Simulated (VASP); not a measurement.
Elastic constants (GPa) of a crystal from PBE GGA, VASP's PBE PAW potentials (set 64) run with VASP:

```tsv
	xx	yy	zz	yz	xz	xy
xx	52.3	34.5	34.5	0.0	0.0	0.0
yy	34.5	52.3	34.5	0.0	0.0	0.0
zz	34.5	34.5	52.3	0.0	0.0	0.0
yz	0.0	0.0	0.0	21.7	0.0	0.0
xz	0.0	0.0	0.0	0.0	21.7	0.0
xy	0.0	0.0	0.0	0.0	0.0	21.7
```

Q: Work out the Voigt, Reuss and Hill moduli, Young's modulus and Poisson's ratio.

A: All eigenvalues are positive (smallest 17.8 GPa), so the crystal is stable. K_V = (C11+C22+C33+2(C12+C13+C23))/9 = (156.9 + 2×103.5)/9 = 40.4 GPa; G_V = (156.9 − 103.5 + 3×65.1)/15 = 16.6 GPa. From the compliances, K_R = 40.4 GPa and G_R = 13.8 GPa. Hill: K = 40.4 GPa, G = 15.2 GPa, E = 9KG/(3K+G) = 40.5 GPa, ν = (3K−2G)/(2(3K+G)) = 0.333. K/G = 2.66, above Pugh's 1.75; universal anisotropy A^U = 1.02.

Q: With a density of 5.65 g/cm³, what are the mean sound speeds?

A: v_l = √((K+4G/3)/ρ) = 3.28 km/s and v_t = √(G/ρ) = 1.64 km/s. The crystal is CuI (zinc blende), cubic.

The compound is CuI in the zinc blende structure. It was relaxed first.
